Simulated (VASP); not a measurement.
Input:

```
CELL_PARAMETERS angstrom
      0.00000     2.02500     2.02500
      2.02500     0.00000     2.02500
      2.02500     2.02500     0.00000
ATOMIC_POSITIONS crystal
  Al 0.00000 0.00000 0.00000
```

Calculation: LDA (Ceperley-Alder, Perdew-Zunger), VASP's LDA PAW potentials (set 64) (plane waves; VASP). Numerical set-up: 400 eV cut-off, 14×14×14 Γ-centred mesh, first-order Methfessel-Paxton smearing of 0.10 eV, potentials Al.

Energy and stress use the plane-wave basis of the starting cell.

Task: The ions, cell shape and volume are relaxed. Predict the relaxed structure.

Result: 
```
CELL_PARAMETERS angstrom
      0.00000     1.99014     1.99014
      1.99014     0.00000     1.99014
      1.99014     1.99014     0.00000
ATOMIC_POSITIONS crystal
  Al 0.00000 0.00000 0.00000
```
Space group Fm-3m (225), at a tolerance of 0.03 Å.

Task: How do energy and volume change from the first to the last step?

Result: The energy (σ→0) changes by -10.9 meV/atom and the volume by -5.1 %, in 3 ionic steps.

The compound is Al in the fcc structure. This run relaxes it. Symmetry was kept, so distortions that lower it aren't found.
